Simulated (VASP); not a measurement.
Consider the following.

```
AuCu
1.0
    2.80000     0.00000     0.00000
    0.00000     2.80000     0.00000
    0.00000     0.00000     3.67000
Cu Au
1 1
Cartesian
  0.00000   0.00000   0.00000
  1.40000   1.40000   1.83500
```

Computed with r2SCAN+rVV10, VASP's PBE PAW potentials (set 64) (plane waves; VASP). Numerical set-up: 520 eV cut-off, 12×12×9 Γ-centred mesh, first-order Methfessel-Paxton smearing of 0.10 eV, potentials Cu Au.

Q: The ions, cell shape and volume are relaxed. Which structure does the run end with?

A: 
```
AuCu
1.0
    2.85554     0.00000     0.00000
    0.00000     2.85554     0.00000
    0.00000     0.00000     3.53047
Cu Au
1 1
Direct
  0.00000   0.00000   0.00000
  0.50000   0.50000   0.50000
```
Space group P4/mmm (123), at a tolerance of 0.03 Å.

Q: How do energy and volume change from the first to the last step?

A: The energy (σ→0) changes by -3.8 meV/atom and the volume by +0.1 %, in 13 ionic steps.

The compound is CuAu in the L1_0 structure. This run relaxes it. Symmetry was kept, so distortions that lower it aren't found.
